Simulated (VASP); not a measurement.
# The defect Pt_Cd in Na2CdCl4 (Pbam), part 2 of 6

Wanted: what the defect Pt_Cd costs in Na2CdCl4 (Pbam) and how the lattice relaxes round it. The start is a computed cell from the Materials Project.

VASP 6.6.1, plane waves and PAW; the level of theory is named at each step.

So far. Step 2 (The host at zero pressure): The run ended after 7 ionic steps, 0.025 eV below its first step, once forces and stress met EDIFFG = -0.03. The relaxed cell has a, b, c = 6.937, 11.838, 3.899 Å (conventional setting).

### Step 3. The host's dielectric tensor, for the charge correction

Level of this step: PBEsol; plane waves and PAW (Na, Cd, Cl) (VASP).

Charged cells interact with their images through the host's screening, so the correction needs its dielectric constant.

Input file INCAR:

```
SYSTEM = Na2CdCl4
PREC = Accurate
ENCUT = 300
EDIFF = 1E-08
NELM = 120
ISMEAR = 0
SIGMA = 0.05
LREAL = .FALSE.
ALGO = Normal
GGA = PS
NBANDS = 56
LWAVE = .FALSE.
LCHARG = .FALSE.
KPAR = 4
LEPSILON = .TRUE.
IBRION = 8
NSW = 1
```

Input file POSCAR:

```
Na2CdCl4
1.0
    6.9373495641      0.0000000000      0.0000000000
    0.0000000000     11.8375573621      0.0000000000
    0.0000000000      0.0000000000      3.8993147329
Na Cd Cl
4 2 8
Direct
    0.0882721413      0.6833758371      0.5000000000
    0.9117278587      0.3166241629      0.5000000000
    0.4117278587      0.1833758371      0.5000000000
    0.5882721413      0.8166241629      0.5000000000
    0.5000000000      0.5000000000      0.0000000000
    0.0000000000      0.0000000000      0.0000000000
    0.7482696536      0.5438426545      0.5000000000
    0.2517303464      0.4561573455      0.5000000000
    0.1261284663      0.2046266138      0.0000000000
    0.8738715337      0.7953733862      0.0000000000
    0.6261284663      0.2953733862      0.0000000000
    0.3738715337      0.7046266138      0.0000000000
    0.2482696536      0.9561573455      0.5000000000
    0.7517303464      0.0438426545      0.5000000000
```

Input file KPOINTS:

```
Automatic mesh
0
Gamma
4 2 6
0 0 0
```

The projector-augmented-wave data sets are Na, Cd and Cl (PBE family, release 64).

Command:

```
$ mpirun -np 4 vasp_std
```

The log of the run:

```text
[banner, memory and clock lines left out]
running    4 mpi-ranks, on    1 nodes
[...]
[... a notice as in an earlier step ...]

 LDA part: xc-table for (Slater+PW92), standard interpolation
 POSCAR, INCAR and KPOINTS ok, starting setup
[...]
entering main loop
       N       E                     dE             d eps       ncg     rms          rms(c)
DAV:   1     0.481757078565E+03    0.48176E+03   -0.26937E+04  2712   0.831E+02
DAV:   2    -0.925000492204E+00   -0.48268E+03   -0.46755E+03  3352   0.234E+02
DAV:   3    -0.457619427037E+02   -0.44837E+02   -0.44523E+02  3128   0.747E+01
DAV:   4    -0.471025424664E+02   -0.13406E+01   -0.13374E+01  3304   0.147E+01
[...]
DAV:  19    -0.450348126893E+02    0.11339E-07   -0.11149E-08  2248   0.576E-04    0.887E-04
DAV:  20    -0.450348126514E+02    0.37906E-07   -0.63576E-08  2776   0.945E-04    0.776E-04
DAV:  21    -0.450348126528E+02   -0.13606E-08   -0.55473E-09  1920   0.335E-04
   1 F= -.45034813E+02 E0= -.45034813E+02  d E =-.335709E-15
 Linear response reoptimize wavefunctions to high precision
DAV:   1    -0.450348126514E+02    0.13524E-08   -0.35109E-09  1824   0.250E-04
DAV:   2    -0.450348126515E+02   -0.62755E-10   -0.96983E-10  1752   0.131E-04
 Linear response G [H, r] |phi>, progress :
  Direction:   1
       N       E                     dE             d eps       ncg     rms
RMM:   1    -0.346015783458E+03   -0.34602E+03    0.94603E+01  5742   0.901E+01
RMM:   2    -0.326482293889E+03    0.19533E+02   -0.26470E+01  4610   0.210E+01
RMM:   3    -0.326934481127E+03   -0.45219E+00   -0.10203E+00  4666   0.448E+00
RMM:   4    -0.326968255693E+03   -0.33775E-01   -0.48142E-02  4774   0.851E-01
[...]
RMM:  11    -0.326969561547E+03   -0.64931E-04   -0.25695E-04  4416   0.284E-03
RMM:  12    -0.326969542061E+03    0.19486E-04   -0.75464E-05  4231   0.279E-03
RMM:  13    -0.326969555042E+03   -0.12981E-04   -0.28568E-04  4123   0.277E-03
 Linear response G [H, r] |phi>, progress :
  Direction:   2
       N       E                     dE             d eps       ncg     rms
RMM:   1    -0.347085296981E+03   -0.34709E+03    0.11062E+02  5748   0.908E+01
RMM:   2    -0.326141875952E+03    0.20943E+02   -0.28683E+01  4646   0.214E+01
RMM:   3    -0.326612637962E+03   -0.47076E+00   -0.10816E+00  4728   0.451E+00
RMM:   4    -0.326649159512E+03   -0.36522E-01   -0.51860E-02  4806   0.840E-01
[...]
RMM:  11    -0.326650031517E+03   -0.98385E-05    0.13056E-03  4519   0.298E-03
RMM:  12    -0.326649987657E+03    0.43860E-04    0.17172E-03  4317   0.292E-03
RMM:  13    -0.326650007959E+03   -0.20301E-04    0.14166E-03  4204   0.290E-03
 Linear response G [H, r] |phi>, progress :
  Direction:   3
       N       E                     dE             d eps       ncg     rms
[...]
dielectric tensor                  component  2 :    -0.000     3.030     0.000
 Linear response to external field, progress :
  Direction:   3
       N       E                     dE             d eps       ncg     rms          rms(c)
RMM:   1    -0.201795838310E+01   -0.20180E+01   -0.64414E+00  4874   0.401E+00
RMM:   2    -0.209942402299E+01   -0.81466E-01   -0.62023E-02  4486   0.797E-01    0.308E+00
RMM:   3    -0.188766227329E+01    0.21176E+00   -0.39110E-01  4525   0.149E+00    0.147E+00
RMM:   4    -0.190861676018E+01   -0.20954E-01   -0.19695E-01  4689   0.111E+00    0.483E-01
[...]
RMM:  13    -0.196061653354E+01   -0.10151E-05   -0.10616E-07  4133   0.193E-04    0.238E-05
RMM:  14    -0.196061677626E+01   -0.24273E-06   -0.15177E-07  3177   0.150E-04    0.146E-05
RMM:  15    -0.196061688928E+01   -0.11302E-06   -0.96761E-08  3658   0.156E-04    0.360E-06
 change of polarisation eV/A/(eV/A) component  3 :    -0.010     0.000     3.675
 dielectric tensor                  component  3 :    -0.006     0.000     3.077
 Linear response DOF=          12
 Linear response progress:
  Degree of freedom:   1/ 12
       N       E                     dE             d eps       ncg     rms          rms(c)
RMM:   1    -0.120967845929E-02   -0.12097E-02   -0.81115E-03  3334   0.374E-01
RMM:   2    -0.908690279847E-03    0.30099E-03   -0.27006E-04  4633   0.535E-02    0.245E-02
RMM:   3    -0.895004703685E-03    0.13686E-04   -0.24860E-05  4826   0.134E-02    0.142E-02
RMM:   4    -0.890427096943E-03    0.45776E-05   -0.23047E-05  4773   0.123E-02    0.472E-03
[...]
RMM:   8    -0.889062027531E-03    0.96483E-07   -0.12437E-07  4797   0.559E-04    0.114E-04
RMM:   9    -0.889043915701E-03    0.18112E-07   -0.18390E-08  4899   0.189E-04    0.671E-05
RMM:  10    -0.889047556264E-03   -0.36406E-08    0.57971E-08  4846   0.542E-05    0.183E-05
 first order change of Fermi-energy  -0.70276E-01
 force on displaced ion       1 direction 1 :  -2.128   0.348   0.000
 Born effective charge ion    1 direction 1 :   1.239  -0.152   0.000
 Linear response progress:
  Degree of freedom:   2/ 12
       N       E                     dE             d eps       ncg     rms          rms(c)
RMM:   1    -0.998893512846E-03   -0.99889E-03   -0.54569E-03  3378   0.308E-01
RMM:   2    -0.838415630443E-03    0.16048E-03   -0.20005E-04  4481   0.450E-02    0.243E-02
RMM:   3    -0.812869380798E-03    0.25546E-04   -0.34616E-05  4859   0.132E-02    0.142E-02
RMM:   4    -0.797030102649E-03    0.15839E-04   -0.35748E-05  4918   0.127E-02    0.650E-03
[...]
RMM:  10    -0.789846203741E-03   -0.73486E-07    0.10785E-07  4740   0.124E-04    0.474E-05
RMM:  11    -0.789868831709E-03   -0.22628E-07   -0.35486E-08  4879   0.591E-05    0.179E-05
RMM:  12    -0.789868005030E-03    0.82668E-09    0.18090E-08  4822   0.239E-05    0.109E-05
 first order change of Fermi-energy   0.76855E-01
 force on displaced ion       1 direction 2 :   0.349  -1.232   0.000
 Born effective charge ion    1 direction 2 :  -0.046   1.156   0.000
 Linear response progress:
  Degree of freedom:   3/ 12
       N       E                     dE             d eps       ncg     rms          rms(c)
RMM:   1    -0.737082338329E-03   -0.73708E-03   -0.79374E-03  3216   0.331E-01
RMM:   2    -0.721648755842E-03    0.15434E-04   -0.98126E-05  5137   0.322E-02    0.193E-02
RMM:   3    -0.714113345402E-03    0.75354E-05   -0.12244E-05  5378   0.958E-03    0.104E-02
```

The job ended after 46 min (4 MPI ranks of AMD EPYC 7R43, shared host).

The run was stopped at its time limit, so it gives no result of its own.

### Step 4. The perfect supercell

System of this step: Na2CdCl4 (Pbam). The cell holds 42 atoms: 12 Na, 6 Cd and 24 Cl. Its edges and angles: a = 6.937 Å, b = 11.838 Å, c = 11.698 Å, α = 90.0°, β = 90.0°, γ = 90.0°. It derives from Na2CdCl4 (Na2CdCl4 (Pbam)).

The same cell, mesh and cutoff without the defect give the energy to subtract and, in a gapped host, the band edges to count from, so that most errors cancel.

Input file INCAR:

```
SYSTEM = Na2CdCl4
PREC = Normal
ENCUT = 300
EDIFF = 1E-05
NELM = 120
ISMEAR = 0
SIGMA = 0.05
LREAL = Auto
ALGO = Fast
GGA = PS
LORBIT = 11
LWAVE = .FALSE.
LCHARG = .FALSE.
NCORE = 4
```

Input file POSCAR:

```
Na2CdCl4
1.0
    6.9373495641      0.0000000000      0.0000000000
    0.0000000000     11.8375573621      0.0000000000
    0.0000000000      0.0000000000     11.6979441987
Na Cd Cl
12 6 24
Direct
    0.0882721413      0.6833758371      0.1666666667
    0.0882721413      0.6833758371      0.5000000000
    0.0882721413      0.6833758371      0.8333333333
    0.9117278587      0.3166241629      0.1666666667
    0.9117278587      0.3166241629      0.5000000000
    0.9117278587      0.3166241629      0.8333333333
    0.4117278587      0.1833758371      0.1666666667
    0.4117278587      0.1833758371      0.5000000000
    0.4117278587      0.1833758371      0.8333333333
    0.5882721413      0.8166241629      0.1666666667
    0.5882721413      0.8166241629      0.5000000000
    0.5882721413      0.8166241629      0.8333333333
    0.5000000000      0.5000000000      0.0000000000
    0.5000000000      0.5000000000      0.3333333333
    0.5000000000      0.5000000000      0.6666666667
    0.0000000000      0.0000000000      0.0000000000
    0.0000000000      0.0000000000      0.3333333333
    0.0000000000      0.0000000000      0.6666666667
    0.7482696536      0.5438426545      0.1666666667
    0.7482696536      0.5438426545      0.5000000000
    0.7482696536      0.5438426545      0.8333333333
    0.2517303464      0.4561573455      0.1666666667
    0.2517303464      0.4561573455      0.5000000000
    0.2517303464      0.4561573455      0.8333333333
    0.1261284663      0.2046266138      0.0000000000
    0.1261284663      0.2046266138      0.3333333333
    0.1261284663      0.2046266138      0.6666666667
    0.8738715337      0.7953733862      0.0000000000
    0.8738715337      0.7953733862      0.3333333333
    0.8738715337      0.7953733862      0.6666666667
    0.6261284663      0.2953733862      0.0000000000
    0.6261284663      0.2953733862      0.3333333333
    0.6261284663      0.2953733862      0.6666666667
    0.3738715337      0.7046266138      0.0000000000
    0.3738715337      0.7046266138      0.3333333333
    0.3738715337      0.7046266138      0.6666666667
    0.2482696536      0.9561573455      0.1666666667
    0.2482696536      0.9561573455      0.5000000000
    0.2482696536      0.9561573455      0.8333333333
    0.7517303464      0.0438426545      0.1666666667
    0.7517303464      0.0438426545      0.5000000000
    0.7517303464      0.0438426545      0.8333333333
```

Input file KPOINTS:

```
Automatic mesh
0
Gamma
2 1 1
0 0 0
```

Command:

```
$ mpirun -np 4 vasp_std
```

The log of the run:

```text
[banner, memory and clock lines left out]
running    4 mpi-ranks, on    1 nodes
 distrk:  each k-point on    4 cores,    1 groups
 distr:  one band on    4 cores,    1 groups

 POSCAR found type information on POSCAR NaCdCl
 POSCAR found :  3 types and      42 ions
 [... a notice as in an earlier step ...]

 LDA part: xc-table for (Slater+PW92), standard interpolation
 POSCAR, INCAR and KPOINTS ok, starting setup
 FFT: planning ... GRIDC
 FFT: planning ... GRID_SOFT
 FFT: planning ... GRID
 WAVECAR not read
 entering main loop
       N       E                     dE             d eps       ncg     rms          rms(c)
DAV:   1     0.155342897344E+04    0.15534E+04   -0.80984E+04   604   0.930E+02
DAV:   2     0.308484400394E+02   -0.15226E+04   -0.14847E+04   754   0.259E+02
DAV:   3    -0.134384915596E+03   -0.16523E+03   -0.16381E+03   696   0.877E+01
DAV:   4    -0.141066049226E+03   -0.66811E+01   -0.66621E+01   728   0.200E+01
DAV:   5    -0.141336734003E+03   -0.27068E+00   -0.27057E+00   704   0.399E+00    0.207E+01
RMM:   6    -0.135417884985E+03    0.59188E+01   -0.12312E+01   651   0.694E+00    0.178E+01
RMM:   7    -0.134952621182E+03    0.46526E+00   -0.71516E+00   676   0.438E+00    0.774E+00
RMM:   8    -0.134915712482E+03    0.36909E-01   -0.42360E-01   691   0.183E+00    0.255E+00
RMM:   9    -0.134934527677E+03   -0.18815E-01   -0.17233E-01   720   0.105E+00    0.594E-01
RMM:  10    -0.134938395957E+03   -0.38683E-02   -0.47813E-02   895   0.480E-01    0.406E-01
RMM:  11    -0.134938826421E+03   -0.43046E-03   -0.24277E-03   721   0.131E-01    0.409E-01
RMM:  12    -0.134941645064E+03   -0.28186E-02   -0.86294E-03   693   0.196E-01    0.215E-01
RMM:  13    -0.134941464536E+03    0.18053E-03   -0.12962E-03   691   0.948E-02    0.178E-01
RMM:  14    -0.134941371001E+03    0.93535E-04   -0.19631E-04   697   0.294E-02    0.144E-01
RMM:  15    -0.134941365855E+03    0.51460E-05   -0.24614E-04   686   0.339E-02    0.128E-01
RMM:  16    -0.134941301655E+03    0.64200E-04   -0.84130E-04   826   0.454E-02    0.464E-02
RMM:  17    -0.134941313170E+03   -0.11515E-04   -0.41132E-05   533   0.151E-02    0.504E-02
RMM:  18    -0.134941310949E+03    0.22207E-05   -0.87116E-06   430   0.788E-03
   1 F= -.13494131E+03 E0= -.13494131E+03  d E =-.125940E-12
```

Run time: 1.7 min. Hardware: 4 MPI ranks; peak memory 0.53 GiB.

From OUTCAR (step 4):

```text
  LATTYP: Found a simple orthorhombic cell.
 ALAT       =     6.9373495641
 B/A-ratio  =     1.6862267197
 C/A-ratio  =     1.7063515760

 Found      2 irreducible k-points:

   k-points           NKPTS =      2   k-points in BZ     NKDIM =      2   number of bands    NBANDS=    151

   dimension x,y,z NGX =    30 NGY =   50 NGZ =   50
   dimension x,y,z NGXF=    60 NGYF=  100 NGZF=  100

   ENCUT  =  300.0 eV  22.05 Ry    4.70 a.u.   9.80 16.72 16.52*2*pi/ulx,y,z

   NELECT =     252.0000    total number of electrons

 E-fermi :   0.2314

 k-point     1 :       0.0000    0.0000    0.0000
  band No.  band energies     occupation
    ...
    122      -0.1409      2.00000
    123      -0.1300      2.00000
    124      -0.1299      2.00000
    125      -0.0981      2.00000
    126      -0.0209      2.00000
    127       3.6490      0.00000
    128       4.7693      0.00000
    129       4.7974      0.00000
    130       4.7974      0.00000
    131       5.0797      0.00000
    ...

 k-point     2 :       0.5000    0.0000    0.0000
  band No.  band energies     occupation
    ...
    122      -0.1365      2.00000
    123      -0.1365      2.00000
    124      -0.1365      2.00000
    125      -0.0445      2.00000
    126      -0.0445      2.00000
    127       4.6077      0.00000
    128       4.6077      0.00000
    129       5.1460      0.00000
    130       5.1460      0.00000
    131       5.1460      0.00000
    ...

  Total       -0.5270624     -1.1016058      0.7002223     -0.0000000      0.0000000      0.0000000
  in kB       -0.8790374     -1.8372641      1.1678345     -0.0000000      0.0000000      0.0000000
  external PRESSURE =      -0.5161557 kB  Pullay stress =       0.0000000 kB

  energy-cutoff  :      300.00
  volume of cell :      960.65
      direct lattice vectors                 reciprocal lattice vectors
     6.937349564  0.000000000  0.000000000     0.144147270  0.000000000  0.000000000
     0.000000000 11.837557362  0.000000000     0.000000000  0.084476887  0.000000000
     0.000000000  0.000000000 11.697944199     0.000000000  0.000000000  0.085485106

 POSITION                                       TOTAL-FORCE (eV/Angst)
 -----------------------------------------------------------------------------------
      0.61237      8.08950      1.94966         0.009093     -0.006669     -0.000000
      0.61237      8.08950      5.84897         0.009093     -0.006669     -0.000000
      0.61237      8.08950      9.74829         0.009093     -0.006669     -0.000000
      6.32497      3.74806      1.94966        -0.009093      0.006669     -0.000000
      6.32497      3.74806      5.84897        -0.009093      0.006669     -0.000000
      6.32497      3.74806      9.74829        -0.009093      0.006669     -0.000000
      2.85630      2.17072      1.94966        -0.009093     -0.006669     -0.000000
      2.85630      2.17072      5.84897        -0.009093     -0.006669     -0.000000
      2.85630      2.17072      9.74829        -0.009093     -0.006669     -0.000000
      4.08105      9.66684      1.94966         0.009093      0.006669     -0.000000
      4.08105      9.66684      5.84897         0.009093      0.006669     -0.000000
      4.08105      9.66684      9.74829         0.009093      0.006669     -0.000000
      3.46867      5.91878      0.00000         0.000000     -0.000000     -0.000000
      3.46867      5.91878      3.89931         0.000000     -0.000000     -0.000000
      3.46867      5.91878      7.79863         0.000000     -0.000000      0.000000
      0.00000      0.00000      0.00000         0.000000     -0.000000     -0.000000
      0.00000      0.00000      3.89931         0.000000     -0.000000     -0.000000
      0.00000      0.00000      7.79863         0.000000     -0.000000      0.000000
      5.19101      6.43777      1.94966         0.013999      0.011541     -0.000000
      5.19101      6.43777      5.84897         0.013999      0.011541      0.000000
      5.19101      6.43777      9.74829         0.013999      0.011541     -0.000000
      1.74634      5.39979      1.94966        -0.013999     -0.011541      0.000000
      1.74634      5.39979      5.84897        -0.013999     -0.011541     -0.000000
      1.74634      5.39979      9.74829        -0.013999     -0.011541     -0.000000
      0.87500      2.42228      0.00000         0.001535      0.011651     -0.000000
      0.87500      2.42228      3.89931         0.001535      0.011651     -0.000000
      0.87500      2.42228      7.79863         0.001535      0.011651     -0.000000
      6.06235      9.41528      0.00000        -0.001535     -0.011651     -0.000000
      6.06235      9.41528      3.89931        -0.001535     -0.011651     -0.000000
      6.06235      9.41528      7.79863        -0.001535     -0.011651      0.000000
      4.34367      3.49650      0.00000         0.001535     -0.011651      0.000000
      4.34367      3.49650      3.89931         0.001535     -0.011651     -0.000000
      4.34367      3.49650      7.79863         0.001535     -0.011651     -0.000000
      2.59368      8.34106      0.00000        -0.001535      0.011651     -0.000000
      2.59368      8.34106      3.89931        -0.001535      0.011651     -0.000000
      2.59368      8.34106      7.79863        -0.001535      0.011651     -0.000000
      1.72233     11.31857      1.94966         0.013999     -0.011541     -0.000000
      1.72233     11.31857      5.84897         0.013999     -0.011541      0.000000
[...]
-----------------------------------------------------------------------------------
    total drift:                                0.000000      0.000000     -0.000000

  FREE ENERGIE OF THE ION-ELECTRON SYSTEM (eV)
  ---------------------------------------------------
  free  energy   TOTEN  =      -134.9413109488 eV

  energy  without entropy=     -134.9413109488  energy(sigma->0) =     -134.94131095

 total charge
# of ion       s       p       d       tot
------------------------------------------
    1        0.040   0.032   0.000   0.072
    2        0.040   0.032   0.000   0.072
    3        0.040   0.032   0.000   0.072
    4        0.040   0.032   0.000   0.072
    5        0.040   0.032   0.000   0.072
    6        0.040   0.032   0.000   0.072
    7        0.040   0.032   0.000   0.072
    8        0.040   0.032   0.000   0.072
    9        0.040   0.032   0.000   0.072
   10        0.040   0.032   0.000   0.072
   11        0.040   0.032   0.000   0.072
   12        0.040   0.032   0.000   0.072
   13        0.335   0.252   9.590  10.178
   14        0.335   0.252   9.590  10.178
   15        0.335   0.252   9.590  10.178
   16        0.335   0.252   9.590  10.178
   17        0.335   0.252   9.590  10.178
   18        0.335   0.252   9.590  10.178
   19        1.586   3.519   0.000   5.105
   20        1.586   3.519   0.000   5.105
   21        1.586   3.519   0.000   5.105
   22        1.586   3.519   0.000   5.105
   23        1.586   3.519   0.000   5.105
   24        1.586   3.519   0.000   5.105
   25        1.582   3.546   0.000   5.129
   26        1.582   3.546   0.000   5.129
   27        1.582   3.546   0.000   5.129
   28        1.582   3.546   0.000   5.129
   29        1.582   3.546   0.000   5.129
   30        1.582   3.546   0.000   5.129
   31        1.582   3.546   0.000   5.129
   32        1.582   3.546   0.000   5.129
   33        1.582   3.546   0.000   5.129
   34        1.582   3.546   0.000   5.129
   35        1.582   3.546   0.000   5.129
   36        1.582   3.546   0.000   5.129
   37        1.586   3.519   0.000   5.105
[...]
--------------------------------------------------
tot         40.508  86.678  57.543 184.729

[... 2 parts as in an earlier step ...]

[... 3 further parts left out ...]
```

This step gave:

```
electronic cycles   : 18
electrons           : 252
free energy (TOTEN) : -134.9413 eV
Fermi energy        : 0.2314 eV
gap on the k-mesh   : 3.670 eV
```

No direct gap is given, since this cell folds other wave vectors onto the zone centre.

The perfect cell has a gap of 3.67 eV on this mesh, with its valence-band top at -0.021 eV, and only the neutral defect is run.

(Continued in part 3 of 6.)

[Lines on the potential files, build, host, timing and source positions are cut from VASP's logs without a mark.]

[Logs are printed without paths, hosts, clocks, repeated set-up lines and the standing remarks that a program may print on its own settings, such as how far it seeks lower states.]

[Hosts, paths, dates, database ids (printed as entryN), source tags and the programs' standing remarks are cut or masked in the printed files.]

[In band tables of VASP the shares of atoms and orbitals are scaled to a sum of 1 inside the atoms' spheres.]

[Runs that stopped without an error message from VASP are left out.]
